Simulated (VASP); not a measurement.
The system is Hf2Pd2Se2Br2O3.

```
CELL_PARAMETERS angstrom
5.76069 0.00496 -0.00286
-0.52750 5.84664 0.03413
-1.48435 -0.92642 6.64586
ATOMIC_POSITIONS crystal
Hf 0.74540 0.39602 0.34989
Hf 0.28763 0.45322 0.59401
Pd 0.90854 0.13294 0.84849
Pd 0.25249 0.90323 0.35874
Se 0.63469 0.40355 0.93716
Se 0.62597 0.78174 0.53023
Br 0.85273 0.99089 0.15355
Br 0.22526 0.82084 0.86223
O 0.96040 0.28925 0.59026
O 0.43233 0.24524 0.40864
O 0.07457 0.58308 0.36682
```

The cell was built by a generator and needn't be a form met in nature.

| Quantity | Value |
| --- | --- |
| Program | VASP 6.6.1 |
| Task | relaxation of cell and atoms |
| Functional | optB88-vdW |
| Potentials or basis | VASP PAW PBE potentials, release 64 (Hf_pv, Pd, Se, Br, O) |
| Cutoff | 600 eV |
| k mesh | 5 × 5 × 4 |
| Occupations | fermi-dirac, width 0.05 eV |
| Spin | no spin polarisation |

At the start: pressure -1.2 GPa; volume 20.36 Å³/atom.

Question: How do energy, volume and symmetry change on relaxing?

Answer: Over 18 steps the energy falls by 2.5 meV/atom and the volume is 19.98 Å³/atom (-1.9 %); space group P1 (No. 1, to 0.05 Å).

The path:
```
step  energy change (eV)  largest force (eV/Å)  pressure (GPa)  volume (Å³)
   1              0.0000                0.1944           -1.19       224.01
   2             -0.0060                0.4150            1.24       219.14
   3             -0.0148                0.1864            0.17       221.24
   4             -0.0218                0.1069            0.02       220.71
   5             -0.0221                0.1042            0.00       220.57
   6             -0.0248                0.0864           -0.05       220.41
   7             -0.0251                0.0877           -0.05       220.32
   8             -0.0268                0.0575            0.04       219.97
   9             -0.0269                0.0546            0.06       219.90
  10             -0.0274                0.0294           -0.08       220.08
  11             -0.0274                0.0308           -0.06       220.09
  12             -0.0277                0.0368            0.04       219.88
  13             -0.0277                0.0366            0.03       219.89
  14             -0.0278                0.0256            0.00       219.88
  15             -0.0278                0.0259            0.00       219.88
  16             -0.0279                0.0110           -0.01       219.88
  17             -0.0279                0.0152           -0.01       219.87
  18             -0.0280                0.0099            0.02       219.81
```

Final structure:
```
Hf Pd Se Br O
1.0
     5.72216   -0.01700   -0.00149
    -0.54618    5.82997    0.00260
    -1.46938   -0.95321    6.59094
Hf Pd Se Br O
2 2 2 2 3
Direct
  0.74540 0.39497 0.34793
  0.28807 0.45346 0.59504
  0.91060 0.13486 0.84880
  0.25220 0.90313 0.35847
  0.63189 0.40621 0.93646
  0.63011 0.78445 0.53086
  0.84611 0.98641 0.15275
  0.22868 0.82001 0.86713
  0.95928 0.29041 0.59019
  0.43163 0.24557 0.40715
  0.07605 0.58051 0.36524
```

Caveat: the PAW data sets were made with another functional, which shifts forces and pressure a little.
